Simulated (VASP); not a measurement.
GaN (wurtzite) relaxed at rising pressure, in one space group throughout; other phases were not tried. The pressures are those reached. All values below come from PBEsol GGA, VASP's PBE PAW potentials (set 64) (plane waves; VASP).

| P (GPa) | V (Å³/atom) | k-mesh |
|---|---|---|
| 0.21 | 11.335 | 8×8×5 |
| 5.01 | 11.067 | 8×8×5 |
| 9.99 | 10.820 | 8×8×5 |
| 19.86 | 10.404 | 8×8×5 |
| 29.80 | 10.053 | 8×8×5 |

Question: Fit an equation of state and predict the volume at 44.89 GPa.

Answer: Least squares on the third-order Birch-Murnaghan form, P = (3B0/2)(y⁷ − y⁵)[1 + (3/4)(B′ − 4)(y² − 1)] with y = (V0/V)^(1/3), gives V0 = 11.347 Å³/atom, B0 = 190 GPa and B′ = 4.3, and so 9.614 Å³/atom. The run gave 9.616 Å³/atom, +0.0 % from the fit.

Pressures at which the relaxation failed are left out.

The compound is GaN in the wurtzite structure.
